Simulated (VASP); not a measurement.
Here is the system:

```yaml
crystal:
  lattice:
    - [0.00000, 2.82254, 2.82254]
    - [2.82254, 0.00000, 2.82254]
    - [2.82254, 2.82254, 0.00000]
  atoms:
    - { symbol: Zn, position: [0.00000, 0.00000, 0.00000] }
    - { symbol: Se, position: [0.25000, 0.25000, 0.25000] }
```

The numbers are results of r2SCAN+rVV10, VASP's PBE PAW potentials (set 64) (plane waves; VASP), not measurements. Settings: 520 eV cut-off, 9×9×9 Γ-centred mesh, tetrahedra with Blöchl corrections, potentials Zn Se.

Q: What does the run give for the energy per atom (σ→0), band gap (over mesh and band path) with the smallest direct gap where there is one?

A: 
```json
{
 "band gap (over mesh and band path)": "1.87 eV",
 "smallest direct gap (over mesh and band path)": "1.87 eV",
 "energy per atom (σ→0)": "-1176.0 kJ/mol of atoms"
}
```

Total energies compare only between runs with the same potentials, cut-off and functional.

The compound is ZnSe in the zinc blende structure. It was relaxed first.
